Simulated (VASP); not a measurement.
Input:

```
CELL_PARAMETERS angstrom
      0.00000     1.90000     1.90000
      1.90000     0.00000     1.90000
      1.90000     1.90000     0.00000
ATOMIC_POSITIONS crystal
  Rh 0.00000 0.00000 0.00000
```

Method: PBE GGA, VASP's PBE PAW potentials (set 64) (plane waves; VASP). Settings: 600 eV cut-off, 15×15×15 Γ-centred mesh, first-order Methfessel-Paxton smearing of 0.10 eV, potentials Rh_pv.

### Question
Give the stress tensor in GPa (positive for a compressed cell).

### Answer

```
6.22  0.00  0.00
0.00  6.22  0.00
0.00  0.00  6.22
```
The pressure is its mean diagonal, 6.22 GPa.

The compound is Rh in the fcc structure. The cell was not relaxed at this level. The run is one of a series of settings (ENCUT = 600 against the base run), some of them coarse on purpose.
